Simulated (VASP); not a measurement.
All values below come from PBE GGA, VASP's PBE PAW potentials (set 64) (plane waves; VASP 6.6.1).

The input files of a VASP run:

POSCAR:
```
Mo
1
   -1.5800013705     1.5800013705     1.5800013705
    1.5800013705    -1.5800013705     1.5800013705
    1.5800013705     1.5800013705    -1.5800013705
Mo
1
Direct
  0.0000000000   0.0000000000   0.0000000000
```

KPOINTS:
```
Automatic mesh
0
Gamma
16 16 16
0 0 0
```

INCAR:
```
SYSTEM = Mo
PREC = Accurate; ENCUT = 480; LREAL = .False.
LASPH = .True.
EDIFF = 1E-7; NELM = 100; ALGO = Normal
LMAXMIX = 4
ISMEAR = 1; SIGMA = 0.1
GGA = PE
ISIF = 2
LWAVE = .False.; LCHARG = .False.
```

POTCAR, in this order: Mo_sv (PBE.64 set). Program: vasp_std.

The resulting files:

File OSZICAR:
```
       N       E                     dE             d eps       ncg     rms          rms(c)
DAV:   1     0.871322939935E+02    0.87132E+02   -0.80577E+03  3222   0.123E+03
DAV:   2    -0.103013283838E+02   -0.97434E+02   -0.93884E+02  3481   0.331E+02
DAV:   3    -0.116027634360E+02   -0.13014E+01   -0.12898E+01  3690   0.384E+01
DAV:   4    -0.116063371375E+02   -0.35737E-02   -0.35733E-02  3507   0.230E+00
DAV:   5    -0.116063549869E+02   -0.17849E-04   -0.17849E-04  3709   0.163E-01    0.144E+01
DAV:   6    -0.110204469044E+02    0.58591E+00   -0.10513E+00  3448   0.124E+01    0.384E+00
DAV:   7    -0.109437537143E+02    0.76693E-01   -0.20493E-01  3731   0.511E+00    0.955E-01
DAV:   8    -0.109400758570E+02    0.36779E-02   -0.41012E-03  3319   0.919E-01    0.174E-01
DAV:   9    -0.109401392758E+02   -0.63419E-04   -0.11278E-04  3771   0.146E-01    0.730E-02
DAV:  10    -0.109401467606E+02   -0.74848E-05   -0.11522E-05  3373   0.446E-02    0.705E-03
DAV:  11    -0.109401470193E+02   -0.25876E-06   -0.34662E-07  3820   0.642E-03    0.109E-03
DAV:  12    -0.109401469027E+02    0.11658E-06   -0.10501E-08  1859   0.131E-03    0.182E-04
DAV:  13    -0.109401469217E+02   -0.18976E-07   -0.43527E-10  1781   0.292E-04
   1 F= -.10940147E+02 E0= -.10940349E+02  d E =0.607434E-03
```

File OUTCAR:
```
------------------------ aborting loop because EDIFF is reached ----------------------------------------
  FORCE on cell =-STRESS in cart. coord.  units (eV):
  Direction    XX          YY          ZZ          XY          YZ          ZX
  --------------------------------------------------------------------------------------
  Total        0.0493877      0.0493877      0.0493877      0.0000000     -0.0000000     -0.0000000
  in kB        5.0152988      5.0152988      5.0152988      0.0000000     -0.0000000     -0.0000000
  external PRESSURE =       5.0152988 kB  Pullay stress =       0.0000000 kB
  volume of cell :       15.78
      direct lattice vectors                 reciprocal lattice vectors
    -1.580001371  1.580001371  1.580001371     0.000000000  0.316455422  0.316455422
     1.580001371 -1.580001371  1.580001371     0.316455422  0.000000000  0.316455422
     1.580001371  1.580001371 -1.580001371     0.316455422  0.316455422  0.000000000
 POSITION                                       TOTAL-FORCE (eV/Angst)
 -----------------------------------------------------------------------------------
      0.00000      0.00000      0.00000        -0.000000      0.000000      0.000000
 -----------------------------------------------------------------------------------
    total drift:                                0.000000      0.000000      0.000000
  FREE ENERGIE OF THE ION-ELECTRON SYSTEM (eV)
  ---------------------------------------------------
  free  energy   TOTEN  =       -10.9401469217 eV

  energy  without entropy=      -10.9407543562  energy(sigma->0) =      -10.94034940
```
(Selected blocks of OUTCAR.)

OUTCAR:
```
 val. band max:       12.4350433838   @ k =  -0.1875   0.1875   0.0625

 cond. band min:      12.4947178427   @ k =   0.1875   0.0000   0.0000


 Fermi energy:        12.4498614187

 k-point     1 :       0.0000    0.0000    0.0000
  band No.  band energies     occupation
      1     -48.8262      2.00000
      2     -22.1143      2.00000
      3     -22.1143      2.00000
      4     -22.1143      2.00000
      5       5.2397      2.00000
      6      11.1038      2.00000
      7      11.1038      2.00000
      8      11.1038      2.00000
      9      14.0946     -0.00000
     10      14.0946     -0.00000
     11      27.2625      0.00000

 k-point     2 :       0.0625    0.0000    0.0000
  band No.  band energies     occupation
      1     -48.8167      2.00000
      2     -22.1697      2.00000
      3     -22.1314      2.00000
      4     -22.1147      2.00000
      5       5.4111      2.00000
      6      11.0074      2.00000
      7      11.0879      2.00000
      8      11.2640      2.00000
      9      13.9531     -0.00000
     10      14.0972     -0.00000
     11      27.3899      0.00000

 k-point     3 :       0.1250    0.0000    0.0000
  band No.  band energies     occupation
      1     -48.7896      2.00000
      2     -22.3256      2.00000
      3     -22.1799      2.00000
      4     -22.1158      2.00000
      5       5.8935      2.00000
      6      10.7448      2.00000
      7      11.0144      2.00000
      8      11.7363      2.00000
      9      13.6673     -0.00000
     10      14.1128     -0.00000
     11      27.6686      0.00000

 k-point     4 :       0.1875    0.0000    0.0000
  band No.  band energies     occupation
      1     -48.7487      2.00000
      2     -22.5543      2.00000
      3     -22.2517      2.00000
      4     -22.1175      2.00000
      5       6.5741      2.00000
      6      10.3800      2.00000
      7      10.8790      2.00000
      8      12.4947      0.31889
      9      13.5018     -0.00000
...
```

The compound is Mo in the bcc structure. It was relaxed first.
